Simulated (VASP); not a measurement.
An input for Quantum ESPRESSO's pw.x (written as the equivalent of a VASP run, and not itself run):

```
&CONTROL
  calculation = 'vc-relax'
  pseudo_dir = './pseudo'
  outdir = './out'
  tprnfor = .true.
  tstress = .true.
  nstep = 40
  forc_conv_thr = 0.00078
/
&SYSTEM
  ibrav = 0
  nat = 2
  ntyp = 2
  ecutwfc = 84
  occupations = 'smearing'
  smearing = 'gaussian'
  degauss = 0.003675
  input_dft = 'pbe'
/
&ELECTRONS
  conv_thr = 7.3e-08
  electron_maxstep = 100
/
&IONS
/
&CELL
  press = 50
/
ATOMIC_SPECIES
  B 10.810 B.upf
  As 74.922 As.upf
CELL_PARAMETERS angstrom
    -0.0000000    2.3801388    2.3801388
     2.3801388   -0.0000000    2.3801388
     2.3801388    2.3801388    0.0000000
ATOMIC_POSITIONS crystal
  B    0.0000000  0.0000000  0.0000000
  As   0.2500000  0.2500000  0.2500000
K_POINTS automatic
  10 10 10 0 0 0
```

Task: Write the VASP files for the same calculation (PBE).

Result: Several could match; the one computed here: 
KPOINTS:
```
Automatic mesh
0
Gamma
10 10 10
0 0 0
```

**INCAR**
```
ALGO = Normal
EDIFF = 1E-6
EDIFFG = -0.02
ENCUT = 620
GGA = PE
IBRION = 2
ISIF = 3
ISMEAR = 0
LASPH = .True.
LCHARG = .False.
LMAXMIX = 4
LREAL = .False.
LWAVE = .False.
NELM = 100
NSW = 40
PREC = Accurate
PSTRESS = 50
SIGMA = 0.05
SYSTEM = BAs
```

File POSCAR:
```
BAs
1.0
  0.0000000000   2.3801387988   2.3801387988
  2.3801387988   0.0000000000   2.3801387988
  2.3801387988   2.3801387988   0.0000000000
B As
1 1
direct
  0.0000000000   0.0000000000   0.0000000000
  0.2500000000   0.2500000000   0.2500000000
```

POTCAR, in this order: B As (PBE.64 set). Program: vasp_std.

What does not carry over: the potentials are each code's own (VASP's PAW set, PseudoDojo norm-conserving files in pw.x), so ENCUT and ecutwfc are chosen apart and not converted; conv_thr bounds pw.x's estimated SCF error, while EDIFF bounds the energy change between steps; forc_conv_thr acts on force components and is met together with etot_conv_thr.

The compound is BAs in the zinc blende structure. It was relaxed first under an external pressure of 5 GPa.
